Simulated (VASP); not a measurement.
Computed with r2SCAN meta-GGA, VASP's PBE PAW potentials (set 64) (plane waves; VASP 6.6.1).

VASP input:

### POSCAR
```
MgS
12.8558030
  0.3134286754   0.0000000000   0.0000000000
 -0.1567143377   0.2714371631   0.0000000000
  0.0000000000   0.0000000000   0.5000000088
Mg S
2 2
Direct
  0.6666670000   0.3333330000   0.4963882486
  0.3333330000   0.6666670000   0.9963882486
  0.3333330000   0.6666670000   0.3786017514
  0.6666670000   0.3333330000   0.8786017514
```

### KPOINTS
```
Automatic
0
gamma
 8 8 5
```

INCAR:
```
ALGO = Normal
CSHIFT = 0.1
EDIFF = 1E-7
ENCUT = 400
ISMEAR = 0
LASPH = .TRUE.
LCHARG = .FALSE.
LMIXTAU = .TRUE.
LOPTICS = .TRUE.
LPEAD = .TRUE.
LREAL = .FALSE.
LWAVE = .FALSE.
METAGGA = R2SCAN
NBANDS = 36
NEDOS = 1001
NELM = 100
PREC = Accurate
SIGMA = 0.01
SYSTEM = MgS
```

POTCAR, in this order: Mg S (PBE.64 set). Program: vasp_std.

Output

File OUTCAR:
```
 ion  position               nearest neighbor table
   1  0.667  0.333  0.496-   3 2.45   3 2.45   3 2.45   4 2.46
   2  0.333  0.667  0.996-   4 2.45   4 2.45   4 2.45   3 2.46
   3  0.333  0.667  0.379-   1 2.45   1 2.45   1 2.45   2 2.46
   4  0.667  0.333  0.879-   2 2.45   2 2.45   2 2.45   1 2.46
  LATTYP: Found a hexagonal cell.
 ALAT       =     4.0293773057
 C/A-ratio  =     1.5952592982
 Subroutine PRICEL returns:
 Original cell was already a primitive cell.
 Subroutine GETGRP returns: Found 12 space group operations
The static configuration has the point symmetry C_3v.
 The point group associated with its full space group is C_6v.
The dynamic configuration has the point symmetry C_3v.
 Subroutine INISYM returns: Found 12 space group operations
 Subroutine IBZKPT returns following result:
 Found     30 irreducible k-points:

 Following reciprocal coordinates:
            Coordinates               Weight
  0.000000  0.000000  0.000000      1.000000
  0.125000  0.000000  0.000000      6.000000
  0.250000  0.000000  0.000000      6.000000
  0.375000  0.000000  0.000000      6.000000
  0.500000  0.000000  0.000000      3.000000
  0.125000  0.125000  0.000000      6.000000
  0.250000  0.125000  0.000000     12.000000
  0.375000  0.125000  0.000000     12.000000
  0.250000  0.250000  0.000000      6.000000
  0.375000  0.250000  0.000000      6.000000
  0.000000  0.000000  0.200000      2.000000
  0.125000  0.000000  0.200000     12.000000
  0.250000  0.000000  0.200000     12.000000
  0.375000  0.000000  0.200000     12.000000
  0.500000  0.000000  0.200000      6.000000
  0.125000  0.125000  0.200000     12.000000
  0.250000  0.125000  0.200000     24.000000
  0.375000  0.125000  0.200000     24.000000
  0.250000  0.250000  0.200000     12.000000
  0.375000  0.250000  0.200000     12.000000
  0.000000  0.000000  0.400000      2.000000
  0.125000  0.000000  0.400000     12.000000
  0.250000  0.000000  0.400000     12.000000
  0.375000  0.000000  0.400000     12.000000
  0.500000  0.000000  0.400000      6.000000
  0.125000  0.125000  0.400000     12.000000
  0.250000  0.125000  0.400000     24.000000
  0.375000  0.125000  0.400000     24.000000
  0.250000  0.250000  0.400000     12.000000
  0.375000  0.250000  0.400000     12.000000
 Subroutine IBZKPT_HF returns following result:
   k-points           NKPTS =     30   k-points in BZ     NKDIM =     30   number of bands    NBANDS=     36
   number of dos      NEDOS =   1001   number of ions     NIONS =      4
   total plane-waves  NPLWV =  32928
   dimension x,y,z NGX =    28 NGY =   28 NGZ =   42
   dimension x,y,z NGXF=    56 NGYF=   56 NGZF=   84
   ions per type =               2   2
   PREC   = accura    normal or accurate (medium, high low for compatibility)
   ISTART =      0    job   : 0-new  1-cont  2-samecut
   ICHARG =      2    charge: 1-file 2-atom 10-const
   ISPIN  =      1    spin polarized calculation?
   LNONCOLLINEAR =      F non collinear calculations
   LSORBIT =      F    spin-orbit coupling
   INIWAV =      1    electr: 0-lowe 1-rand  2-diag
   ENCUT  =  400.0 eV  29.40 Ry    5.42 a.u.   6.57  6.57 10.48*2*pi/ulx,y,z
   NELM   =    100;   NELMIN=  2; NELMDL= -5     # of ELM steps
   EDIFF  = 0.1E-06   stopping-criterion for ELM
   LREAL  =      F    real-space projection
   NLSPLINE    = F    spline interpolate recip. space projectors
   LMAXMIX     =    2 max onsite mixed and CHGCAR
   VOSKOWN=      0    Vosko Wilk Nusair interpolation
   EDIFFG = 0.1E-05   stopping-criterion for IOM
   NSW    =      0    number of steps for IOM
   NBLOCK =      1;   KBLOCK =      1    inner block; outer block
   IBRION =     -1    ionic relax: 0-MD 1-quasi-New 2-CG
...
```

**OSZICAR**
```
       N       E                     dE             d eps       ncg     rms          rms(c)
DAV:   1     0.327651084307E+02    0.32765E+02   -0.44654E+03  2160   0.300E+02
DAV:   2    -0.309953012230E+02   -0.63760E+02   -0.59357E+02  2688   0.796E+01
DAV:   3    -0.344399078867E+02   -0.34446E+01   -0.34043E+01  2712   0.177E+01
DAV:   4    -0.344676470758E+02   -0.27739E-01   -0.27733E-01  2600   0.176E+00
DAV:   5    -0.344679867835E+02   -0.33971E-03   -0.33970E-03  2652   0.195E-01    0.595E+00
DAV:   6    -0.320024432627E+02    0.24655E+01   -0.89739E-01  2496   0.361E+00    0.573E+00
DAV:   7    -0.304512773356E+02    0.15512E+01   -0.23582E-01  2344   0.170E+00    0.409E+00
DAV:   8    -0.327236527136E+02   -0.22724E+01   -0.70165E-01  2420   0.323E+00    0.229E+00
DAV:   9    -0.307861072056E+02    0.19375E+01   -0.31630E-01  2320   0.214E+00    0.946E-01
DAV:  10    -0.309040211081E+02   -0.11791E+00   -0.11997E-01  2192   0.144E+00    0.427E-01
DAV:  11    -0.309263915561E+02   -0.22370E-01   -0.80991E-02  2184   0.135E+00    0.345E-01
DAV:  12    -0.309227350369E+02    0.36565E-02   -0.44822E-03  2692   0.196E-01    0.566E-01
DAV:  13    -0.309251905687E+02   -0.24555E-02   -0.22300E-04  2420   0.671E-02    0.376E-01
DAV:  14    -0.309354692424E+02   -0.10279E-01   -0.23986E-03  2244   0.224E-01    0.119E-01
DAV:  15    -0.309350166906E+02    0.45255E-03   -0.13808E-04  2648   0.526E-02    0.824E-02
DAV:  16    -0.309352348747E+02   -0.21818E-03   -0.13007E-05  2416   0.164E-02    0.813E-02
DAV:  17    -0.309352345793E+02    0.29545E-06   -0.28852E-05  2336   0.228E-02    0.154E-02
DAV:  18    -0.309353660452E+02   -0.13147E-03   -0.40355E-06  2520   0.925E-03    0.175E-02
DAV:  19    -0.309353168133E+02    0.49232E-04   -0.10910E-06  2344   0.489E-03    0.124E-02
DAV:  20    -0.309353372767E+02   -0.20463E-04   -0.14593E-06  2380   0.567E-03    0.119E-02
DAV:  21    -0.309353213004E+02    0.15976E-04   -0.43630E-07  2440   0.275E-03    0.656E-03
DAV:  22    -0.309353240686E+02   -0.27683E-05   -0.38063E-07  2284   0.289E-03    0.263E-03
DAV:  23    -0.309353137941E+02    0.10275E-04   -0.55293E-08  2080   0.103E-03    0.189E-03
DAV:  24    -0.309353194048E+02   -0.56107E-05   -0.94577E-09  1712   0.462E-04    0.999E-04
DAV:  25    -0.309353170302E+02    0.23745E-05   -0.20586E-09  1256   0.155E-04    0.602E-04
DAV:  26    -0.309353181892E+02   -0.11590E-05   -0.17831E-09  1232   0.178E-04    0.126E-04
DAV:  27    -0.309353185548E+02   -0.36555E-06   -0.11826E-09  1224   0.133E-04    0.544E-05
DAV:  28    -0.309353185866E+02   -0.31800E-07   -0.31888E-10  1220   0.655E-05
   1 F= -.30935319E+02 E0= -.30935319E+02  d E =-.355823E-25
 imaginary and real dielectric function
```

**OUTCAR**
```
------------------------ aborting loop because EDIFF is reached ----------------------------------------
  FORCE on cell =-STRESS in cart. coord.  units (eV):
  Direction    XX          YY          ZZ          XY          YZ          ZX
  --------------------------------------------------------------------------------------
  Total       -0.0522168     -0.0522168      0.0015052     -0.0000000     -0.0000000      0.0000000
  in kB       -0.9256462     -0.9256459      0.0266819     -0.0000000     -0.0000000      0.0000000
  external PRESSURE =      -0.6082034 kB  Pullay stress =       0.0000000 kB
  volume of cell :       90.38
      direct lattice vectors                 reciprocal lattice vectors
     4.029377306  0.000000000  0.000000000     0.248177305  0.143285251  0.000000000
    -2.014688653  3.489542695  0.000000000     0.000000000  0.286570501  0.000000000
     0.000000000  0.000000000  6.427901613     0.000000000  0.000000000  0.155571765
 POSITION                                       TOTAL-FORCE (eV/Angst)
 -----------------------------------------------------------------------------------
      2.01469      1.16318      3.19073         0.000000      0.000000      0.018792
     -0.00000      2.32636      6.40469         0.000000      0.000000      0.018792
     -0.00000      2.32636      2.43361        -0.000000     -0.000000     -0.018792
      2.01469      1.16318      5.64757         0.000000      0.000000     -0.018792
 -----------------------------------------------------------------------------------
    total drift:                               -0.000967      0.000558      0.000902
  FREE ENERGIE OF THE ION-ELECTRON SYSTEM (eV)
  ---------------------------------------------------
  free  energy   TOTEN  =       -30.9353185866 eV

  energy  without entropy=      -30.9353185866  energy(sigma->0) =      -30.93531859

 plasma frequency squared (from intraband transitions) (eV^2)
  --------------------------------------------------------------------------------------
       0.000       0.000       0.000
       0.000       0.000       0.000
       0.000       0.000       0.000

 plasma frequency squared (from interband transitions, int dw w eps(2)(w)) (eV^2)
  --------------------------------------------------------------------------------------
     223.858       0.000       0.000       0.000      -0.000      -0.000
       0.000      -0.000     223.858       0.000      -0.000      -0.000
      -0.000       0.000      -0.000       0.000     223.513       0.000
```
(Selected blocks of OUTCAR.)

The structure comes from a computed database's MgS entry (P6_3mc); how it stands against other phases isn't given here. It was relaxed first.
